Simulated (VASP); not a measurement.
Ge$_{6}$Si$_{2}$ (ordered alloy cell): computed properties

Level of theory: PBEsol GGA, VASP's PBE PAW potentials (set 64) (plane waves; VASP 6.6.1).

For Ge6Si2, the space group comes out as R-3m (166) and the cell comes out as a = b = 7.916 Å, c = 9.693 Å, α = β = 90.00°, γ = 120.00°. The volume per atom is 21.92 Å^3/atom. The band gap (over mesh and band path) is 0.23 eV and the smallest direct gap (over mesh and band path) comes out as 0.47 eV. The band-edge character comes out as indirect, Γ to T. The density comes out as 4.66 g/cm³.

```
Ge3Si
1.0
    5.59729    -0.00043    -0.00043
   -0.00043     5.59729    -0.00043
   -0.00043    -0.00043     5.59729
Si Ge
2 6
Direct
  0.00264   0.00264   0.00264
  0.24736   0.24736   0.24736
  0.49718   0.49718   0.00287
  0.75282   0.75282   0.24713
  0.49718   0.00287   0.49718
  0.75282   0.24713   0.75282
  0.00287   0.49718   0.49718
  0.24713   0.75282   0.75282
```

The structure was generated: Ge6Si2 was put into an ordered model structure (R-3m), which need not be its known phase. It was relaxed first. Symmetry was kept, so distortions that lower it aren't found.
